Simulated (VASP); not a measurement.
Wanted: the native input for a VASP 6.6.1 run.

```
Task                   : single point
Functional             : PBEsol
Potentials or basis    : VASP PAW PBE potentials, release 64 (Ru_pv)
Cutoff                 : 520 eV
k mesh                 : 15 × 15 × 13
Occupations            : methfessel-paxton, width 0.1 eV
Spin                   : no spin polarisation
Further INCAR settings : ALGO = Fast; EDIFF = 1e-06; NBANDS = 21
```

The structure of Ru lies in POSCAR:

```
Ru
1.0
    2.6879025100      0.0000000000      0.0000000000
   -1.3439507500      2.3277915600      0.0000000000
    0.0000000000      0.0000000000      4.2552090000
Ru
2
Direct
    0.3333330000      0.6666660000      0.2500000000
    0.6666670000      0.3333340000      0.7500000000
```

These files were run (other wordings do the same):

INCAR

```
PREC     = Accurate       # precision mode
ENCUT    = 520            # plane-wave cutoff, eV
EDIFF    = 1E-6           # SCF threshold, eV
ISMEAR   = 1              # smearing method
SIGMA    = 0.1            # smearing width, eV
LREAL    = False          # projectors in reciprocal space
LASPH    = True           # aspherical terms in the spheres
NELM     = 80             # most SCF steps
ALGO     = Fast           # electronic algorithm
ISIF     = 2              # what is computed and relaxed
LWAVE    = False          # write WAVECAR
LCHARG   = False          # write CHGCAR
GGA      = PS             # functional
NBANDS   = 21             # bands
ICORELEVEL= 1
```

KPOINTS

```
Automatic mesh
0
Gamma
  15 15 13
```

Potentials or basis: VASP PAW PBE potentials, release 64 (Ru_pv).

Launch:

```sh
$ cat potpaw_PBE.64/Ru_pv/POTCAR > POTCAR
$ mpirun -np 1 vasp_std > vasp.out
```

It gave:

| Property | Result |
| --- | --- |
| Pressure | 0.0 GPa |
| Band gap on the k mesh | none (metal or under the smearing width) |

Caveat: the PAW data sets were made with another functional, which shifts forces and pressure a little.

Run time: 41 s on 1 thread of Intel(R) Xeon(R) 6975P-C (Granite Rapids), with other jobs on the host, peak memory 0.19 GiB.
